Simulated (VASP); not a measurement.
These are PBEsol GGA, VASP's PBE PAW potentials (set 64) (plane waves; VASP 6.6.1) values and carry that method's errors. For the first row: Numerical set-up: 400 eV cut-off, 15×15×13 Γ-centred mesh, tetrahedra with Blöchl corrections, potentials Mo_sv P.

```csv
system,energy (eV/atom)
"MoP (relaxed from the WC structure, space group P-6m2)",-9.5248
Mo (bcc),-11.7769
P (black),-5.7620
```

The references are the elements' solids at the same level; no temperature or zero-point terms are added.  Without a dispersion term in the relaxation, distances and binding between the weakly bound layers, chains or molecules are unreliable, and so is what depends on them.

### Question
What is the formation energy per atom of MoP?

### Answer
The references average (1×(-11.7769) + 1×(-5.7620))/2 = -8.7694 eV, so the formation energy is -9.5248 − (-8.7694) = -0.755 eV/atom.
